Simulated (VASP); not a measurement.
VASP runs on HgSe (zinc blende) share one base input (PBE GGA, plane waves, VASP's PBE PAW potentials (set 64)) and change the settings named in each case.

### KPOINTS
```
Automatic mesh
0
Gamma
7 7 7
0 0 0
```

INCAR:
```
SYSTEM = HgSe
PREC = Accurate
ENCUT = 400
EDIFF = 1E-6
NELM = 100
ALGO = Normal
LREAL = .FALSE.
LASPH = .TRUE.
ISMEAR = 0
SIGMA = 0.05
GGA = PE
LMAXMIX = 6
LWAVE = .FALSE.
LCHARG = .FALSE.
ISIF = 2
```

**POSCAR**
```
HgSe
1
    0.0000000000     3.1008000000     3.1008000000
    3.1008000000     0.0000000000     3.1008000000
    3.1008000000     3.1008000000     0.0000000000
Hg Se
1 1
Direct
  0.0000000000   0.0000000000   0.0000000000
  0.2500000000   0.2500000000   0.2500000000
```

POTCAR, in this order: Hg Se (PBE.64 set). Program: vasp_std.

| change | E(σ→0) (eV/atom) | −TS (eV) |
|---|---|---|
| base run | -2.0383 | -0.0002 |
| NELECT = 17.5 | -2.1943 | -0.0012 |
| NELECT = 17.9 | -2.0892 | -0.0009 |
| NELECT = 17.98 | -2.0496 | -0.0005 |
| NELECT = 18.02 | -2.0216 | -0.0006 |
| NELECT = 18.1 | -1.9368 | -0.0013 |
| NELECT = 18.5 | -1.3757 | -0.0033 |
 Charged cells carry a uniform compensating background. Unless said otherwise, spin-orbit coupling is left out, though it shifts the bands of the heavy elements here.

Left out are runs that ran out of time, are held back, or changed the cell or the kind of run, fixed moments of cells without a moment, rows past the twelfth, gaps on odd meshes, pressures of charged cells and columns that move by less than the noise.

The compound is HgSe in the zinc blende structure. The cell was not relaxed at this level.
